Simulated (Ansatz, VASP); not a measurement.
# Cross-check of ZnSb2C (CuAu-ordered zincblende type (invented)) between VASP and Ansatz, part 2 of 2

One calculation is typed for both programs; each brings its own data sets. How far apart do they land? The cell is generated by rule, not measured, and may not be a known phase. The cell is taken from a series of runs on this material, whose earlier steps may have relaxed, scaled, displaced or heated it; both programs get it as it stands.

VASP 6.6.1 and Ansatz 0.2.0.

So far: The starting structure; VASP: relaxation of cell and atoms, PBEsol.

### Step 3. Ansatz: relaxation of cell and atoms, PBEsol

Level of this step: Ansatz beside VASP: Kohn-Sham DFT, plane waves, PBEsol (Ansatz).

Ansatz runs on its default PAW (the set named soft_2) files.

The same cell, functional, mesh and smearing now go to Ansatz, which takes its cutoff from its data sets.

input.yaml reads:

```yaml
crystal:
  lattice:
    - [3.93551, 0.0, 0.0]
    - [0.0, 3.93551, 0.0]
    - [0.0, 0.0, 5.56566]
  atoms:
    - { symbol: Zn, position: [0.0, 0.0, 0.0] }
    - { symbol: C, position: [0.5, 0.5, 0.5] }
    - { symbol: Sb, position: [0.0, 0.5, 0.25] }
    - { symbol: Sb, position: [0.5, 0.0, 0.75] }
kpoints:
  mp_grid: { grid: [6, 6, 4] }
hamiltonian:
  xc: pbesol
scf:
  occupations: { method: gaussian, width: 0.1 }
output:
  forces: true
  stress: true
  eigenvalues: true
relax:
  adjacent_minimum: "off"
  f_tol: 0.05
  max_steps: 80
  cell: { stress_tol: 0.5 }
```

Started as:

```sh
$ ansatz run input.yaml --threads 2 --pin off --max-ram 5120MiB --backend cpu --events-out ev --progress --plain --runs-dir out
```

Numbers of over 12 decimals in the logs are rounded to 6 here.

Log:

```text
The last accepted step is kept in <dir> (removed where the run ends without a failure and the disk answers)
Engine: ansatz 0.2.0, x86_64-unknown-linux-gnu
Pseudopotentials: kind: paw
Pseudopotential: Zn, paw, valence charge 12, recommended cutoff 420 eV (normal), Zn.paw.azcp
Pseudopotential: C, paw, valence charge 4, recommended cutoff 420 eV (normal), C.paw.azcp
Pseudopotential: Sb, paw, valence charge 15, recommended cutoff 420 eV (normal), Sb.paw.azcp
Functional definition: PBEsol
  exchange = pbesol_x
  correlation = pbesol_c
Crystal: 4 atoms, lattice volume = 86.202 Å³
Basis set: ecut = 420 eV, 1715 PW (Γ), exchange–correlation on 54×54×80 points (8 copies of the dense FFT grid, shifted against one another)
Bands: 28, of which v1, the nominal top of the filled ones, is band 23 counted from 1 (22 counted from 0)
Symmetry: 8 space group operations
Space group: P-4m2 (ITA 115), of the structure as read, at distance tolerance 4.4e-5 Å
k-points: 30 of 144 (time reversal used)
Non-local potential: Zn, projectors of the file, l = 0: 2, l = 1: 2, l = 2: 3, l = 3: 1
Non-local potential: C, projectors of the file, l = 0: 2, l = 1: 2, l = 2: 1
Non-local potential: Sb, projectors of the file, l = 0: 2, l = 1: 2, l = 2: 2, l = 3: 2
PAW form: soft (Blöchl's): semilocal exchange-correlation on the pseudo side does not see the compensation charge
PAW frozen core: Zn, regenerated for the run's functional, and the local potential with it (the file was generated under x = pbe(κ = 0.804, μ = 0.219515), c = pbe(β = 0.066725))
PAW frozen core: C, regenerated for the run's functional, and the local potential with it (the file was generated under x = pbe(κ = 0.804, μ = 0.219515), c = pbe(β = 0.066725))
PAW frozen core: Sb, regenerated for the run's functional, and the local potential with it (the file was generated under x = pbe(κ = 0.804, μ = 0.219515), c = pbe(β = 0.066725))
PAW one-centre angular grid: Zn, 590 points (default); XC on 64 Gauss nodes
PAW one-centre angular grid: C, 110 points (default); XC on 64 Gauss nodes
PAW one-centre angular grid: Sb, 590 points (default); XC on 64 Gauss nodes
Initial density: superposition of atomic densities (neutral atoms: chi_scale 0, normalization atom), corrected by the library's trained network
Initial wavefunctions: pseudopotential atomic-orbital guess
Functional: x = pbesol(κ = 0.804, μ = 0.123457), c = pbesol(β = 0.046)
SCF iter   1: F=—  HF=-16340.084385 eV  |F-HF|=—  |Δ(HF+E_count)|=         —  Δρ=1.20e-2  dr2=2.73e-1  ethr=1.77e-3  ⟨swp⟩=6.1  Hψ=3872  notcnv=0
preconditioner: auto → LDOS  [metal: Δε(μ)=0.039 eV  Ē_g=9.424 eV  σ=0.100 eV  W_gap=0.22  n_scr=20 (ndim 8)  ℏωp=20.4 eV  f_vac=0.019  D(μ)=1.26/eV (n_scr^D=6)  β→1.0]
SCF iter   2: F=—  HF=-16340.058584 eV  |F-HF|=—  |Δ(HF+E_count)|=   2.58e-2  Δρ=9.60e-3  dr2=8.89e-2  ethr=5.94e-4  ⟨swp⟩=2.8  Hψ=1582  notcnv=0  defer=18
SCF iter   3: F=—  HF=-16340.035495 eV  |F-HF|=—  |Δ(HF+E_count)|=   2.31e-2  Δρ=3.66e-3  dr2=6.35e-3  ethr=1.93e-4  ⟨swp⟩=2.0  Hψ=1299  notcnv=0  defer=18
SCF iter   4: F=—  HF=-16340.032706 eV  |F-HF|=—  |Δ(HF+E_count)|=   2.79e-3  Δρ=4.62e-4  dr2=2.71e-4  ethr=1.38e-5  ⟨swp⟩=2.0  Hψ=1321  notcnv=0  defer=17
SCF iter   5: F=—  HF=-16340.032684 eV  |F-HF|=—  |Δ(HF+E_count)|=   2.26e-5  Δρ=1.51e-4  dr2=1.84e-5  ethr=5.89e-7  ⟨swp⟩=3.0  Hψ=1525  notcnv=0  defer=17
SCF iter   6: F=—  HF=-16340.032688 eV  |F-HF|=—  |Δ(HF+E_count)|=   4.47e-6  Δρ=4.27e-5  dr2=2.14e-6  ethr=3.99e-8  ⟨swp⟩=2.7  Hψ=1465  notcnv=0  defer=17
SCF iter   7: F=-16340.032689 eV  HF=-16340.032689 eV  |F-HF|=8.26e-9  |Δ(HF+E_count)|=   3.88e-7  Δρ=8.01e-6  dr2=4.99e-8  ethr=2.17e-10  ⟨swp⟩=7.0  Hψ=4147  notcnv=0
SCF 1 converged in 7 iterations: F = -16340.032689 eV  dr2 = 4.99e-8
  greatest PAW one-centre occupation: 0.996 electrons in one spin orbital (limit 2), on the Sb atom at site 3 (counted from 0), in its partial waves of l = 2
relax step   1: F+E_penalty+E_count = -16340.03268852 eV  Δ(F+E_penalty+E_count) = +0.000e0 eV  max|allowed force component| = 2.670e0 eV/Å  Δτ_max = 0.0000 Å  P = +1.035 GPa  Ω = 86.202 Å³  (7 SCF iters, dr2 threshold 1.00e-7 eV, accepted)
[...]
relax step   3: F+E_penalty+E_count = -16340.70210439 eV  Δ(F+E_penalty+E_count) = -9.819e-2 eV  max|allowed force component| = 3.250e-1 eV/Å  Δτ_max = 0.0577 Å  P = +1.118 GPa  Ω = 84.658 Å³  energy of the carried Pulay correction = +1.063e-3 eV  (7 SCF iters, dr2 threshold 4.00e-7 eV, accepted)
[...]
relax step   4: F+E_penalty+E_count = -16340.73061142 eV  Δ(F+E_penalty+E_count) = -2.851e-2 eV  max|allowed force component| = 1.304e-1 eV/Å  Δτ_max = 0.0093 Å  P = -0.256 GPa  Ω = 86.184 Å³  energy of the carried Pulay correction = +1.241e-5 eV  (6 SCF iters, dr2 threshold 4.00e-7 eV, accepted)
[...]
relax step   5: F+E_penalty+E_count = -16340.73278043 eV  Δ(F+E_penalty+E_count) = -2.169e-3 eV  max|allowed force component| = 1.870e-2 eV/Å  Δτ_max = 0.0107 Å  P = +0.126 GPa  Ω = 85.670 Å³  energy of the carried Pulay correction = +3.648e-4 eV  (6 SCF iters, dr2 threshold 4.00e-7 eV, accepted)
[...]
relax step   6: F+E_penalty+E_count = -16340.73440739 eV  Δ(F+E_penalty+E_count) = -1.627e-3 eV  max|allowed force component| = 1.904e-2 eV/Å  Δτ_max = 0.0000 Å  P = +0.145 GPa  Ω = 85.670 Å³  stress off target by 2.58e-1 GPa  SCF on the basis re-selected at this cell (its energy is not comparable with the rows above)  (5 SCF iters)
basis re-selected at this cell: Δ(F+E_penalty+E_count) = -1.627e-3 eV, ΔP = +0.020 GPa vs the last step (what re-selecting the basis moved, of the pressure what is left beyond the Pulay correction that the steps carried, after the strain that the cell walked since its last selection, with what the two solves' SCF thresholds leave and, on support functions, any second-order correction that the steps lacked; it is no m [...]
SCF converged after 5 iterations
Free energy (F): -16340.734407 eV
Harris-Foulkes:  -16340.734407 eV  (|F-HF|=1.87e-9)
Internal energy: -16340.731051 eV  (E = F + TS)
E sigma→0 (E₀):  -16340.732729 eV
Entropy (-TS):   -0.003357 eV (-0.839 meV/atom)
Fermi energy:    9.913516 eV
--- Per-component energies (eV) ---
  E_band       = -313.734698
  E_kinetic    = 630.689629
  E_local      = -5147.680648  (includes V_loc(G=0)·N_el)
  E_nonlocal   = 1369.550754
  E_hartree    = 2263.250818
  E_xc         = -457.979323
  E_vxc        = -304.620574  (∫ρ·V_xc dr)
  E_paw        = -10883.521673  (= ΣΔE_a)
  E_vpaw       = -1388.174584  (= ΣTr[D̂ρ^β])
  E_aug_tail   = -0.000368  (compensation charges beyond the density's cutoff)
  E_ewald      = -4116.522409
  E_core_change = 1.482169  (= ΣΔE_core)
  E_smearing   = -0.003357  (= −TS)
  E_closure    = -0.000000  (closes the sum)
  Σ components = -16340.734407   (vs F -16340.734407, Δ=0.00e0)
--- Forces (eV/Å), atoms counted from 1 ---
  atom   1  Zn     0.00000000     0.00000000    -0.00000000
  atom   2  C      0.00000000    -0.00000000     0.00000000
  atom   3  Sb    -0.00000000     0.00000000     0.01903866
  atom   4  Sb    -0.00000000     0.00000000    -0.01903866
  max |Σ_I F_I| component: 1.42e-16 eV/Å
--- Stress (GPa, compression-positive) ---
        0.089342       0.000000      -0.000000
        0.000000       0.089342       0.000000
        0.000000       0.000000       0.257509
  P = ⅓ Tr σ = 0.1454 GPa (1.454 kbar)
--- Band table (eV; the first three rows and the last of 30) ---
  k-point 0: bands = [... 19 lower, 5.6116, 7.9728, 8.7888, 10.3558, 10.7268, 10.7268, 12.5398, 12.5398, ... 1 higher]
  k-point 1: bands = [... 19 lower, 5.7025, 6.9069, 9.2206, 10.0938, 10.0938, 10.1881, 13.2851, 13.4291, ... 1 higher]
  k-point 2: bands = [... 19 lower, 5.8016, 5.8016, 9.5235, 9.6565, 9.6565, 9.9378, 13.8653, 14.2270, ... 1 higher]
  k-point 29: bands = [... 19 lower, 4.8681, 5.4104, 5.7007, 5.7007, 12.3468, 12.5023, 12.9496, 12.9496, ... 1 higher]
--- Relaxed structure (5 steps of the walk, 5 accepted, 1 SCFs on fresh bases) ---
  F+E_penalty+E_count = -16340.73440739 eV   max|allowed force component| = 1.904e-2 eV/Å   (the final SCF, on the basis selected at the relaxed cell)
  cell:  # Å, volume = 85.6696 Å³
    - [3.797363, 0, 0]
    - [0.0, 3.797363, 0.0]
    - [0, 0.0, 5.941039]
  atoms:
    - { symbol: Zn, position: [0, 0, -1.3246541781031233e-18] }
    - { symbol: C, position: [0.500000, 0.500000, 0.5] }
    - { symbol: Sb, position: [0, 0.500000, 0.291776] }
    - { symbol: Sb, position: [0.500000, 0, 0.708224] }
```

The column dr2 measures how far the density is from self-consistency, as an energy; F and HF (Harris–Foulkes) agree once it is small.

### Step 4. Differences

Known differences besides the potentials themselves: the data sets hold 46 valence electrons in Ansatz (on its default PAW (the set named soft_2) files) and 26 in VASP; the cutoff is 420 eV in Ansatz and 600 eV in VASP; Ansatz makes its cores anew for this functional, VASP keeps those of its PBE data sets; Ansatz adds a Pulay correction to the stress that steers its cell, VASP none. Total energies have different zeros and are not compared.

The two programs side by side:

```
                                         quantity  Ansatz   VASP  difference
                                      volume (Å³)   85.67  86.11     -0.52 %
edge a after relaxation, in the typed setting (Å)   3.797  3.799     -0.03 %
edge c after relaxation, in the typed setting (Å)   5.941  5.968     -0.45 %
```

### Step 5. Outcome

| Quantity | Value |
| --- | --- |
| difference in volume (relaxation of cell and atoms, PBEsol) | -0.52 % |

**Reading.** The difference in volume is -0.52 % (relaxation of cell and atoms, PBEsol), within the 1.2 % picked in this series as the mark of a large difference, as far as the stopping tolerances let one tell. The data sets hold unlike numbers of valence electrons (46 in Ansatz and 26 in VASP), so part of the differences comes from the potentials. How closely two codes agree says nothing of how well the functional describes the real material.

[Lines on the potential files, build, host, timing and source positions are cut from VASP's logs without a mark.]

[Logs are printed without paths, hosts, clocks, repeated set-up lines and the standing remarks that a program may print on its own settings, such as how far it seeks lower states.]

[Hosts, paths, dates, database ids (printed as entryN), source tags and the programs' standing remarks are cut or masked in the printed files.]
